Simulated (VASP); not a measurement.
A convergence study with VASP on Pt₃Ti (L1_2): one setting is varied, all else stays as given below, so the limit is that of these other settings. Each run relaxes cell and ions from the cell shown. The basis is that of the starting cell, so low cut-offs carry a Pulay error.

```xyz
4
Lattice="3.9200 0.0000 0.0000 0.0000 3.9200 0.0000 0.0000 0.0000 3.9200" Properties=species:S:1:pos:R:3 pbc="T T T"
Ti     0.0000     0.0000     0.0000
Pt     0.0000     1.9600     1.9600
Pt     1.9600     0.0000     1.9600
Pt     1.9600     1.9600     0.0000
```

The numbers are results of PBE GGA, VASP's PBE PAW potentials (set 64) (plane waves; VASP), not measurements. The tightest run used: 700 eV cut-off, 7×7×7 Γ-centred mesh, first-order Methfessel-Paxton smearing of 0.10 eV, potentials Ti_sv Pt.

Q: The settings run are ENCUT = 200; ENCUT = 250; ENCUT = 300; ENCUT = 350; ENCUT = 400; ENCUT = 450; ENCUT = 500; ENCUT = 550; ENCUT = 600; ENCUT = 650; ENCUT = 700. From which on does the relaxed volume stay within 0.1 Å³/atom of the tightest run?

A: From ENCUT = 300 on: it is off by 0.032 there and by no more than 0.1 in any finer run, while ENCUT = 250 is off by 0.109.
| setting | relaxed volume (Å³/atom) | E (eV/atom) | plane waves | difference judged (Å³/atom) |
|---|---|---|---|---|
| ENCUT = 200 | 14.128 | -7.3649 | 397 | 1.239 |
| ENCUT = 250 | 15.258 | -7.3849 | 550 | 0.109 |
| ENCUT = 300 | 15.334 | -7.3857 | 739 | 0.032 |
| ENCUT = 350 | 15.325 | -7.3819 | 916 | 0.041 |
| ENCUT = 400 | 15.351 | -7.3846 | 1105 | 0.016 |
| ENCUT = 450 | 15.363 | -7.3861 | 1328 | 0.004 |
| ENCUT = 500 | 15.362 | -7.3865 | 1551 | 0.005 |
| ENCUT = 550 | 15.362 | -7.3865 | 1791 | 0.005 |
| ENCUT = 600 | 15.365 | -7.3867 | 2030 | 0.001 |
| ENCUT = 650 | 15.367 | -7.3868 | 2301 | 0.000 |
| ENCUT = 700 | 15.366 | -7.3869 | 2552 | 0.000 |

Left out are rungs that failed or repeat a setting and relaxations that didn't move; long series are thinned to 24 rows.

The compound is Pt3Ti in the L1_2 structure.
